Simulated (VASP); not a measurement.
Crystal: Sn.

```
Sn
1.0
     0.00000    3.23334    3.23334
     3.23334    0.00000    3.23334
     3.23334    3.23334    0.00000
Sn
2
Cartesian
  0.0000 0.0000 0.0000
  1.6167 1.6167 1.6167
```

The cell was built by a generator and needn't be a form met in nature.

* Program: VASP 6.6.1
* Task: relaxation of cell and atoms
* Functional: r2SCAN
* Potentials or basis: VASP PAW PBE potentials, release 64 (Sn_d)
* Cutoff: 600 eV
* k mesh: 10 × 10 × 10
* Occupations: gaussian, width 0.03 eV
* Spin: no spin polarisation

At the start: pressure 2.2 GPa; volume 33.80 Å³/atom.

How do energy, volume and symmetry change on relaxing?

Over 3 steps the energy falls by 10.4 meV/atom and the volume is 35.38 Å³/atom (+4.7 %); space group Fd-3m (No. 227, to 0.05 Å).

The path:
| step | energy change (eV) | largest force (eV/Å) | pressure (GPa) | volume (Å³) |
| --- | --- | --- | --- | --- |
| 1 | 0.0000 | 0.0000 | 2.20 | 67.61 |
| 2 | -0.0168 | 0.0000 | -0.85 | 72.24 |
| 3 | -0.0208 | 0.0000 | -0.01 | 70.76 |

Final structure:
```
Sn
1.0
     0.00000    3.28292    3.28292
     3.28292    0.00000    3.28292
     3.28292    3.28292    0.00000
Sn
2
Cartesian
  0.0000 0.0000 0.0000
  1.6415 1.6415 1.6415
```

Caveat: the PAW data sets were made with another functional, which shifts forces and pressure a little.
